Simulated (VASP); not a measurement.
Here is the system:

```
Au
1.0
   -1.63749     1.63749     1.63749
    1.63749    -1.63749     1.63749
    1.63749     1.63749    -1.63749
Au
1
Direct
  0.00000   0.00000   0.00000
```

Calculation: r2SCAN meta-GGA, VASP's PBE PAW potentials (set 64) (plane waves; VASP 6.6.1). Settings: 400 eV cut-off, 17×17×17 Γ-centred mesh, tetrahedra with Blöchl corrections, potentials Au.

Unless said otherwise, spin-orbit coupling is left out, though it shifts the bands of the heavy elements here.

Q: What does the run give for the energy per atom (σ→0), band gap (over mesh and band path) with the smallest direct gap where there is one?

A: 
| Item | Value |
|---|---|
| band gap (over mesh and band path) | none (metal, semimetal or under 0.01 eV) |
| energy per atom (σ→0) | -50.576 eV/atom |

Only differences to runs with the same potentials and settings are physical.

The structure comes from a computed database's Au entry (Im-3m); how it stands against other phases isn't given here. It was relaxed first.
